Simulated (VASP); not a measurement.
OSZICAR of a VASP run on Eu (bcc):

**OSZICAR**
```
       N       E                     dE             d eps       ncg     rms          rms(c)
DAV:   1     0.101319280101E+02    0.10132E+02   -0.37457E+03   776   0.785E+02
DAV:   2    -0.170097381649E+01   -0.11833E+02   -0.11746E+02  1112   0.118E+02
DAV:   3    -0.182772563547E+01   -0.12675E+00   -0.12207E+00   880   0.867E+00
DAV:   4    -0.183047718354E+01   -0.27515E-02   -0.27510E-02  1344   0.191E+00
DAV:   5    -0.183048324199E+01   -0.60585E-05   -0.60583E-05   896   0.575E-02    0.641E+00
DAV:   6    -0.184204455661E+01   -0.11561E-01   -0.15016E-03  1216   0.403E-01    0.382E+00
DAV:   7    -0.184853330133E+01   -0.64887E-02   -0.37018E-03  1112   0.605E-01    0.560E-02
DAV:   8    -0.184857017431E+01   -0.36873E-04   -0.11912E-04  1264   0.915E-02    0.147E-02
DAV:   9    -0.184857668731E+01   -0.65130E-05   -0.72447E-06  1152   0.217E-02    0.544E-03
DAV:  10    -0.184857647997E+01    0.20734E-06   -0.15880E-06  1072   0.100E-02
   1 F= -.18485765E+01 E0= -.18484705E+01  d E =-.317842E-03
```

Task: Which electronic solver shows in the log?

Result: It is blocked Davidson (ALGO = Normal, or the opening steps of other solvers). The INCAR had ALGO = Normal.

Task: Can the final energy be trusted as converged?

Result: The calculation finished and met its thresholds. It stopped with EDIFF = 1E-6, NELM = 100 (PBE GGA, plane waves, VASP's PBE PAW potentials (set 64)). The 4f electrons are frozen in the core of the lanthanide potential, so 4f levels, which can set the real gap, and their magnetism are missing.

The compound is Eu in the bcc structure. The cell was not relaxed at this level. The run is one of a series of settings (ENCUT = 500 against the base run), some of them coarse on purpose.
